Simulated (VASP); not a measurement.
Input:

```
CELL_PARAMETERS angstrom
      3.08334     0.00000     0.00000
      0.00000     3.08334     0.00000
      0.00000     0.00000     3.08334
ATOMIC_POSITIONS crystal
  Sb 0.00000 0.00000 0.00000
```

Calculation: LDA (Ceperley-Alder, Perdew-Zunger), VASP's LDA PAW potentials (set 64) (plane waves; VASP). Settings: 400 eV cut-off, 11×11×11 Γ-centred mesh, first-order Methfessel-Paxton smearing of 0.10 eV, potentials Sb.

Energy and stress use the plane-wave basis of the starting cell.

Q: The ions, cell shape and volume are relaxed. Which structure does the run end with?

A: 
```
CELL_PARAMETERS angstrom
      3.04878     0.00000     0.00000
      0.00000     3.04878     0.00000
      0.00000     0.00000     3.04878
ATOMIC_POSITIONS crystal
  Sb 0.00000 0.00000 0.00000
```
Space group Pm-3m (221), at a tolerance of 0.03 Å.

Q: How do energy and volume change from the first to the last step?

A: The energy (σ→0) changes by -6.0 meV/atom and the volume by -3.3 %, in 3 ionic steps.

```csv
step,E(σ→0) (eV),max force (eV/Å),pressure (GPa),volume (Å³)
1,-4.7638,0.000,-1.93,29.31
2,-4.7681,0.000,1.10,27.84
3,-4.7699,0.000,0.00,28.34
```

The structure comes from a computed database's Sb entry (Pm-3m); how it stands against other phases isn't given here. This run relaxes it. Symmetry was kept, so distortions that lower it aren't found.
